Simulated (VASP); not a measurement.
The system is P.

```xyz
4
Lattice="1.6582 -5.2420 0.0000 1.6582 5.2420 0.0000 0.0000 0.0000 4.3793" Properties=species:S:1:pos:R:3 pbc="T T T"
P     1.6582   -4.1766    0.3533
P     1.6582   -1.0654    2.5430
P     1.6582    4.1766    4.0260
P     1.6582    1.0654    1.8363
```

| Quantity | Value |
| --- | --- |
| Program | VASP 6.6.1 |
| Task | relaxation of cell and atoms |
| Functional | LDA |
| Potentials or basis | VASP PAW LDA potentials, release 64 (P) |
| Cutoff | 600 eV |
| k mesh | 10 × 10 × 8 |
| Occupations | gaussian, width 0.03 eV |
| Spin | no spin polarisation |

At the start: pressure -2.7 GPa; volume 19.03 Å³/atom.

**Question.** Where does the relaxation end?

**Answer.** Over 13 steps the energy falls by 12.6 meV/atom and the volume is 17.36 Å³/atom (-8.8 %); space group Cmce (No. 64, to 0.05 Å).

Step by step:
```tsv
step	energy change (eV)	largest force (eV/Å)	pressure (GPa)	volume (Å³)
1	0.0000	0.0555	-2.65	76.13
2	-0.0136	0.3783	1.54	72.71
3	-0.0205	0.2166	-0.09	73.93
4	-0.0275	0.1364	-0.10	73.36
5	-0.0320	0.0616	-0.12	72.38
6	-0.0373	0.0538	-0.15	71.92
7	-0.0476	0.0344	-0.21	70.51
8	-0.0438	0.0790	-0.03	67.68
9	-0.0501	0.0304	-0.14	69.41
10	-0.0501	0.0290	-0.14	69.47
11	-0.0501	0.0247	0.21	69.33
12	-0.0502	0.0059	0.05	69.40
13	-0.0503	0.0050	0.01	69.43
```

Final structure:
```cif
data_structure
_symmetry_space_group_name_H-M 'P 1'
_symmetry_Int_Tables_number 1
_cell_length_a 5.3411
_cell_length_b 5.3411
_cell_length_c 4.1385
_cell_angle_alpha 90.000
_cell_angle_beta 90.000
_cell_angle_gamma 143.977
_cell_volume 69.43
loop_
_atom_site_label
_atom_site_type_symbol
_atom_site_fract_x
_atom_site_fract_y
_atom_site_fract_z
_atom_site_occupancy
P1 P 0.89368 0.10632 0.07186 1
P2 P 0.60632 0.39368 0.57186 1
P3 P 0.10632 0.89368 0.92814 1
P4 P 0.39368 0.60632 0.42814 1
```
